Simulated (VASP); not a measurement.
The system is NbSiO4.

```
CELL_PARAMETERS angstrom
3.30771 -3.36596 0.00000
3.30771 3.36596 0.00000
0.00000 0.00000 3.08124
ATOMIC_POSITIONS crystal
Nb 0.50000 0.50000 0.50000
Si 0.00000 0.00000 0.00000
O 0.19636 0.19636 0.50000
O 0.80364 0.80364 0.50000
O 0.30230 0.69770 0.00000
O 0.69770 0.30230 0.00000
```

The cell was built by a generator and needn't be a form met in nature.

| Quantity | Value |
| --- | --- |
| Program | VASP 6.6.1 |
| Task | relaxation of cell and atoms |
| Functional | PBE |
| Potentials or basis | VASP PAW PBE potentials, release 64 (Nb_sv, Si, O) |
| Cutoff | 520 eV |
| k mesh | 3 × 3 × 5 |
| Occupations | gaussian, width 0.15 eV |
| Spin | no spin polarisation |

At the start: pressure -15.7 GPa; volume 11.44 Å³/atom.

Question: Where does the relaxation end?

Answer: Over 11 steps the energy falls by 288.0 meV/atom and the volume is 9.90 Å³/atom (-13.4 %); space group Cmmm (No. 65, to 0.05 Å).

The path:
| step | energy change (eV) | largest force (eV/Å) | pressure (GPa) | volume (Å³) |
| --- | --- | --- | --- | --- |
| 1 | 0.0000 | 2.4454 | -15.66 | 68.61 |
| 2 | -1.3775 | 2.7755 | 11.15 | 58.08 |
| 3 | -1.3788 | 2.8282 | 10.25 | 58.26 |
| 4 | -1.0566 | 4.4146 | 5.27 | 58.72 |
| 5 | -1.6210 | 1.5372 | 5.46 | 58.45 |
| 6 | -1.6807 | 0.6290 | -6.79 | 60.97 |
| 7 | -1.7190 | 0.1468 | -2.55 | 59.98 |
| 8 | -1.7246 | 0.2489 | 1.41 | 59.10 |
| 9 | -1.7271 | 0.1111 | 0.18 | 59.41 |
| 10 | -1.7271 | 0.0971 | 0.17 | 59.43 |
| 11 | -1.7280 | 0.0423 | -0.05 | 59.42 |

Final structure:
```xyz
6
Lattice="3.2308 -3.2778 0.0000 3.2308 3.2778 0.0000 0.0000 0.0000 2.8057" Properties=species:S:1:pos:R:3 pbc="T T T"
Nb    3.2308    0.0000    1.4029
Si    0.0000    0.0000    0.0000
O     1.1873    0.0000    1.4029
O     5.2742    0.0000    1.4029
O     3.2308    1.5042    0.0000
O     3.2308   -1.5042    0.0000
```

Caveat: the k mesh is coarse (spacing up to 0.44 Å⁻¹), so the values aren't converged; an odd number of electrons without spin polarisation forces a metal; a magnetic or distorted state may lie lower.
